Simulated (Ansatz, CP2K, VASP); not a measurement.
**NbTe: programs and potentials compared**

```
Nb Te
1.0
     3.42570    0.00000    0.00000
     0.00000    3.42570    0.00000
     0.00000    0.00000    3.42570
Nb Te
1 1
Direct
  0.50000 0.50000 0.50000
  0.00000 0.00000 0.00000
```

The cell comes from a database or a generator and needn't be the stable form of this composition.

Alike in all runs: task equation of state; functional PBE; k mesh 8 × 8 × 8; occupations fermi-dirac, width 0.05 eV; no spin polarisation; no spin-orbit coupling.

```
                                                      program and potentials  plane-wave cutoff (eV)         notes  equilibrium volume (Å³/atom)  bulk modulus (GPa)
CP2K, POTENTIAL_UZH Nb GTH-PBE-q13, Te GTH-PBE-q6; TZVP-MOLOPT-PBE-GTH basis                       -  atomic basis                         20.49               129.0
                                       VASP, PBE PAW files Nb_sv, Te, 520 eV                     520             -                         20.08               131.6
                                       Ansatz, Ansatz PAW (earlier soft set)                     420             -                         20.11               131.5
```

The equilibrium volume spans 20.08 (VASP, PBE PAW files Nb_sv, Te, 520 eV) to 20.49 Å³/atom (CP2K, POTENTIAL_UZH Nb GTH-PBE-q13, Te GTH-PBE-q6; TZVP-MOLOPT-PBE-GTH basis). The bulk modulus spans 129.0 (CP2K, POTENTIAL_UZH Nb GTH-PBE-q13, Te GTH-PBE-q6; TZVP-MOLOPT-PBE-GTH basis) to 131.6 GPa (VASP, PBE PAW files Nb_sv, Te, 520 eV). Rows in atomic bases carry the error of their basis and grid, which can be large.

The functional is the same throughout but for its coding, so the spread measures potentials, basis and numerics; runs on potential files found faulty are left out.
